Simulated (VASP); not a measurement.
Method: PBE GGA, VASP's PBE PAW potentials (set 64) (plane waves; VASP 6.6.1).

VASP ran on this input.

**INCAR**
```
SYSTEM = PtB
PREC = Accurate; ENCUT = 520; LREAL = .FALSE.
LASPH = .TRUE.; ICHARG = 11
EDIFF = 1E-7; NELM = 100; ALGO = Normal
LMAXMIX = 6
ISMEAR = 0; SIGMA = 0.05
GGA = PE
LWAVE = .FALSE.; LCHARG = .FALSE.; LORBIT = 11
```

File KPOINTS:
```
k-points along high-symmetry lines
15
Line-mode
Reciprocal
  0.000000   0.000000   0.000000 ! GAMMA
  0.000000   0.500000   0.000000 ! X

  0.000000   0.500000   0.000000 ! X
  0.500000   0.500000   0.000000 ! M

  0.500000   0.500000   0.000000 ! M
  0.000000   0.000000   0.000000 ! GAMMA

  0.000000   0.000000   0.000000 ! GAMMA
  0.500000   0.500000   0.500000 ! R

  0.500000   0.500000   0.500000 ! R
  0.000000   0.500000   0.000000 ! X

  0.500000   0.500000   0.500000 ! R
  0.500000   0.500000   0.000000 ! M
```

### POSCAR
```
PtB
1
    2.8073937326     0.0000000000     0.0000000000
    0.0000000000     2.8073937326     0.0000000000
    0.0000000000     0.0000000000     2.8073937326
Pt B
1 1
Direct
  0.0000000000   0.0000000000   0.0000000000
  0.5000000000   0.5000000000   0.5000000000
```

POTCAR, in this order: Pt B (PBE.64 set). Program: vasp_std. Read from the step before: CHGCAR.

The run wrote:

### OSZICAR
```
       N       E                     dE             d eps       ncg     rms          rms(c)
DAV:   1     0.536876586792E+02    0.53688E+02   -0.64080E+03  1840   0.114E+03
DAV:   2    -0.895956542108E+01   -0.62647E+02   -0.58621E+02  2054   0.220E+02
DAV:   3    -0.103220928206E+02   -0.13625E+01   -0.13399E+01  2046   0.314E+01
DAV:   4    -0.103315886033E+02   -0.94958E-02   -0.94916E-02  2048   0.271E+00
DAV:   5    -0.103316463504E+02   -0.57747E-04   -0.57746E-04  1992   0.234E-01
DAV:   6    -0.103316470435E+02   -0.69314E-06   -0.69231E-06  2080   0.251E-02
DAV:   7    -0.103316470516E+02   -0.80897E-08   -0.91717E-08  1886   0.290E-03
   1 F= -.10331647E+02 E0= -.10331311E+02  d E =-.672826E-03
```

OUTCAR:
```
 val. band max:       10.9329521242   @ k =   0.3214   0.3214   0.0000

 cond. band min:      10.9582140067   @ k =   0.1786   0.5000   0.1786



 k-point     1 :       0.0000    0.0000    0.0000
  band No.  band energies     occupation
      1      -2.5073      2.00000
      2       4.4006      2.00000
      3       4.4006      2.00000
      4       8.7891      2.00000
      5       8.7891      2.00000
      6       8.7891      2.00000
      7      12.5587      0.00000
      8      12.5587      0.00000
      9      12.5587      0.00000
     10      19.6140      0.00000

 k-point     2 :       0.0000    0.0357    0.0000
  band No.  band energies     occupation
      1      -2.4801      2.00000
      2       4.4078      2.00000
      3       4.4131      2.00000
      4       8.7301      2.00000
      5       8.7301      2.00000
      6       8.7919      2.00000
      7      12.4784      0.00000
      8      12.6336      0.00000
      9      12.6336      0.00000
     10      19.6663      0.00000

 k-point     3 :       0.0000    0.0714    0.0000
  band No.  band energies     occupation
      1      -2.3989      2.00000
      2       4.4290      2.00000
      3       4.4482      2.00000
      4       8.5672      2.00000
      5       8.5672      2.00000
      6       8.7999      2.00000
      7      12.2537      0.00000
      8      12.8442      0.00000
      9      12.8442      0.00000
     10      19.8085      0.00000

 k-point     4 :       0.0000    0.1071    0.0000
  band No.  band energies     occupation
      1      -2.2648      2.00000
      2       4.4633      2.00000
      3       4.4985      2.00000
      4       8.3323      2.00000
      5       8.3323      2.00000
      6       8.8129      2.00000
      7      11.9258      0.00000
      8      13.1584      0.00000
      9      13.1584      0.00000
     10      20.0051      0.00000

 k-point     5 :       0.0000    0.1429    0.0000
  band No.  band energies     occupation
...
```

The density is held fixed in this step, so its total energy and stress have no physical meaning. Unless said otherwise, spin-orbit coupling is left out, though it shifts the bands of the heavy elements here.

The structure was generated: PtB was put into the CsCl type type (Pm-3m), which need not be its known phase. It was relaxed first, which changed the volume by -5 %. The electron count is odd and the run is not spin-polarised, which forces a metal.
